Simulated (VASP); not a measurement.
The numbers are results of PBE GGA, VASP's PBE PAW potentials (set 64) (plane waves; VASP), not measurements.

The input files of a VASP run:

INCAR:
```
SYSTEM = SiC
PREC = Accurate
ENCUT = 620
EDIFF = 1E-6
NELM = 100
ALGO = Normal
LREAL = .FALSE.
LASPH = .TRUE.
ISMEAR = 0
SIGMA = 0.05
GGA = PE
LWAVE = .FALSE.
LCHARG = .FALSE.
IBRION = 2
ISIF = 3
NSW = 40
EDIFFG = -0.02
```

File KPOINTS:
```
kpoints
0
Gamma
 8 8 5
0 0 0
```

File POSCAR:
```
SiC
1
    1.5455750148    -2.6770142062     0.0000000000
    1.5455750148     2.6770142062     0.0000000000
    0.0000000000     0.0000000000     5.0758585172
Si C
2 2
Direct
  0.6666670000   0.3333330000   0.4995769961
  0.3333330000   0.6666670000   0.9995769961
  0.6666670000   0.3333330000   0.8754230039
  0.3333330000   0.6666670000   0.3754230039
```

POTCAR, in this order: Si C (PBE.64 set). Program: vasp_std.

What VASP printed:

File OSZICAR:
```
       N       E                     dE             d eps       ncg     rms          rms(c)
DAV:   1     0.432581560739E+02    0.43258E+02   -0.82216E+03   720   0.137E+03
DAV:   2    -0.301733113404E+02   -0.73431E+02   -0.67026E+02  1060   0.203E+02
DAV:   3    -0.337082145656E+02   -0.35349E+01   -0.35119E+01   956   0.441E+01
DAV:   4    -0.337521485006E+02   -0.43934E-01   -0.43895E-01   884   0.574E+00
DAV:   5    -0.337529402011E+02   -0.79170E-03   -0.79152E-03   936   0.739E-01    0.122E+01
DAV:   6    -0.302136353393E+02    0.35393E+01   -0.10580E+01   876   0.207E+01    0.544E+00
DAV:   7    -0.301288334113E+02    0.84802E-01   -0.89759E-01   920   0.629E+00    0.241E+00
DAV:   8    -0.301133699622E+02    0.15463E-01   -0.47364E-02   844   0.164E+00    0.540E-01
DAV:   9    -0.301126539743E+02    0.71599E-03   -0.65233E-03   872   0.622E-01    0.131E-01
DAV:  10    -0.301129197686E+02   -0.26579E-03   -0.73812E-04   864   0.196E-01    0.550E-02
DAV:  11    -0.301129343116E+02   -0.14543E-04   -0.11995E-04   856   0.858E-02    0.125E-02
DAV:  12    -0.301129355712E+02   -0.12596E-05   -0.43435E-06   896   0.171E-02    0.306E-03
DAV:  13    -0.301129360349E+02   -0.46377E-06   -0.23710E-07   564   0.421E-03
   1 F= -.30112936E+02 E0= -.30112936E+02  d E =-.301129E+02
       N       E                     dE             d eps       ncg     rms          rms(c)
DAV:   1    -0.301130031052E+02   -0.67534E-04   -0.38596E-03   888   0.535E-01    0.517E-02
DAV:   2    -0.301129603600E+02    0.42745E-04   -0.14829E-04   912   0.105E-01    0.288E-02
DAV:   3    -0.301129406455E+02    0.19714E-04   -0.48887E-05   908   0.552E-02    0.490E-03
DAV:   4    -0.301129403367E+02    0.30886E-06   -0.49873E-06   844   0.171E-02
   2 F= -.30112940E+02 E0= -.30112940E+02  d E =-.430173E-05
       N       E                     dE             d eps       ncg     rms          rms(c)
DAV:   1    -0.301129868844E+02   -0.46239E-04   -0.93301E-04   880   0.262E-01    0.257E-02
DAV:   2    -0.301129757188E+02    0.11166E-04   -0.36178E-05   912   0.517E-02    0.147E-02
DAV:   3    -0.301129702064E+02    0.55124E-05   -0.12003E-05   912   0.273E-02    0.249E-03
DAV:   4    -0.301129700624E+02    0.14395E-06   -0.11493E-06   472   0.850E-03
   3 F= -.30112970E+02 E0= -.30112970E+02  d E =-.340275E-04
```

### OUTCAR
```
------------------------ aborting loop because EDIFF is reached ----------------------------------------
  FORCE on cell =-STRESS in cart. coord.  units (eV):
  Direction    XX          YY          ZZ          XY          YZ          ZX
  --------------------------------------------------------------------------------------
  Total        0.0014814      0.0014814     -0.0022296      0.0000000      0.0000000      0.0000000
  in kB        0.0565508      0.0565508     -0.0851153      0.0000000      0.0000000      0.0000000
  external PRESSURE =       0.0093288 kB  Pullay stress =       0.0000000 kB
  volume of cell :       41.97
      direct lattice vectors                 reciprocal lattice vectors
     1.545432234 -2.676766904 -0.000000000     0.323534082 -0.186792507  0.000000000
     1.545432234  2.676766904 -0.000000000     0.323534082  0.186792507  0.000000000
     0.000000000  0.000000000  5.072778360     0.000000000  0.000000000  0.197130631
  FREE ENERGIE OF THE ION-ELECTRON SYSTEM (eV)
  ---------------------------------------------------
  free  energy   TOTEN  =       -30.1129700624 eV

  energy  without entropy=      -30.1129700624  energy(sigma->0) =      -30.11297006

 reached required accuracy - stopping structural energy minimisation
```
(Selected blocks of OUTCAR.)

### CONTCAR
```
SiC
   1.00000000000000
     1.5454322344808622   -2.6767669035012038   -0.0000000000000000
     1.5454322344808622    2.6767669035012038   -0.0000000000000000
     0.0000000000000000    0.0000000000000000    5.0727783604426060
  Si              C
     2     2
Direct
     0.6666669999999968    0.3333330000000032    0.4996013535717937
     0.3333330000000032    0.6666669999999968    0.9996013535717938
     0.6666669999999968    0.3333330000000032    0.8753986464282062
     0.3333330000000032    0.6666669999999968    0.3753986464282063
```

The compound is SiC in the wurtzite structure, the rare 2H polytype. This run relaxes it. Symmetry was kept, so distortions that lower it aren't found.
